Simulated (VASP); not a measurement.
Input:

```
ZrO2
1.0
    0.00000     2.59590     2.59590
    2.59590     0.00000     2.59590
    2.59590     2.59590     0.00000
Zr O
1 2
Direct
  0.00000   0.00000   0.00000
  0.25000   0.25000   0.25000
  0.75000   0.75000   0.75000
```

Computed with PBE GGA, VASP's PBE PAW potentials (set 64) (plane waves; VASP). Run with 520 eV cut-off, 6×6×6 Γ-centred mesh, Gaussian smearing of 0.050 eV, potentials Zr_sv O.

Problem. Give the stress tensor in GPa (positive for a compressed cell).

Solution. 
```
-9.28   0.00   0.00
 0.00  -9.28   0.00
 0.00   0.00  -9.28
```
The pressure is its mean diagonal, -9.28 GPa.

The compound is ZrO2 in the fluorite structure, the high-temperature cubic form, which is unstable at 0 K; the monoclinic form is the stable one. The cell was not relaxed at this level.
